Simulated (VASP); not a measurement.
```yaml
crystal:
  lattice:
    - [6.30290, 0.00000, 0.00000]
    - [-3.15145, 5.45847, 0.00000]
    - [0.00000, 0.00000, 5.06588]
  atoms:
    - { symbol: Cd, position: [0.33333, 0.66667, 0.25000] }
    - { symbol: Cd, position: [0.66667, 0.33333, 0.75000] }
    - { symbol: Mg, position: [0.83300, 0.66600, 0.25000] }
    - { symbol: Mg, position: [0.16700, 0.83300, 0.75000] }
    - { symbol: Mg, position: [0.33400, 0.16700, 0.25000] }
    - { symbol: Mg, position: [0.16700, 0.33400, 0.75000] }
    - { symbol: Mg, position: [0.83300, 0.16700, 0.25000] }
    - { symbol: Mg, position: [0.66600, 0.83300, 0.75000] }
```

Method: PBEsol GGA, VASP's PBE PAW potentials (set 64) (plane waves; VASP 6.6.1). Numerical set-up: 300 eV cut-off, 4×4×5 Γ-centred mesh, Gaussian smearing of 0.10 eV, potentials Cd Mg.

Task: Give the energies of bands 11 to 22 at the high-symmetry points, in eV from the Fermi level.

Result: 
```json
[
 {"band": "11", "Γ": "-7.65", "M": "-6.48", "K": "-6.06", "A": "-6.13", "L": "-5.08", "H": "-4.84"},
 {"band": "12", "Γ": "-3.28", "M": "-6.20", "K": "-6.06", "A": "-6.13", "L": "-5.08", "H": "-4.84"},
 {"band": "13", "Γ": "-2.49", "M": "-3.79", "K": "-5.52", "A": "-1.53", "L": "-4.55", "H": "-4.18"},
 {"band": "14", "Γ": "-2.38", "M": "-3.58", "K": "-0.90", "A": "-1.53", "L": "-4.55", "H": "-4.18"},
 {"band": "15", "Γ": "-2.38", "M": "-0.68", "K": "-0.90", "A": "-1.29", "L": "-2.28", "H": "-4.00"},
 {"band": "16", "Γ": "-2.04", "M": "-0.41", "K": "-0.65", "A": "-1.29", "L": "-2.28", "H": "-4.00"},
 {"band": "17", "Γ": "-2.04", "M": "-0.14", "K": "-0.23", "A": "-1.29", "L": "-2.02", "H": "0.18"},
 {"band": "18", "Γ": "-1.88", "M": "0.01", "K": "-0.23", "A": "-1.29", "L": "-2.02", "H": "0.18"},
 {"band": "19", "Γ": "-0.79", "M": "0.96", "K": "0.08", "A": "-1.13", "L": "2.15", "H": "0.80"},
 {"band": "20", "Γ": "2.48", "M": "1.24", "K": "0.33", "A": "-1.13", "L": "2.15", "H": "0.80"},
 {"band": "21", "Γ": "2.94", "M": "1.30", "K": "0.60", "A": "0.12", "L": "3.04", "H": "1.54"},
 {"band": "22", "Γ": "3.00", "M": "1.56", "K": "0.60", "A": "0.12", "L": "3.04", "H": "1.54"}
]
```

It has no gap at this level: it comes out as a metal or semimetal.

The structure comes from a measured Mg3Cd entry (P6_3/mmc) of the Crystallography Open Database, whose conditions weren't checked. The cell was not relaxed at this level.
